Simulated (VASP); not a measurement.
Here is the system:

Space group Fm-3m (No. 225); a = b = c = 4.593 Å, α = β = γ = 90.00°

```csv
atom,site,symmetry,x,y,z
Li,8c,-43m,0.2500,0.2500,0.2500
O,4a,m-3m,0.0000,0.0000,0.0000
```
(The calculation used a cell of 3 atoms; values per cell refer to that cell.)

Method: PBEsol GGA, VASP's PBE PAW potentials (set 64) (plane waves; VASP). Numerical set-up: 520 eV cut-off, 10×10×10 Γ-centred mesh, Gaussian smearing of 0.050 eV, potentials Li_sv O.

Question: Give the energy at these volumes per atom, relative to the lowest: 7.55, 7.79, 8.03, 8.27, 8.51 Å³.

Answer: 9.9, 2.7, 0.0, 1.2, 5.6 meV/atom. A third-order Birch-Murnaghan fit gives B0 = 83.6 GPa and B0′ = 4.0.

The compound is Li2O in the antifluorite structure. It was relaxed first.
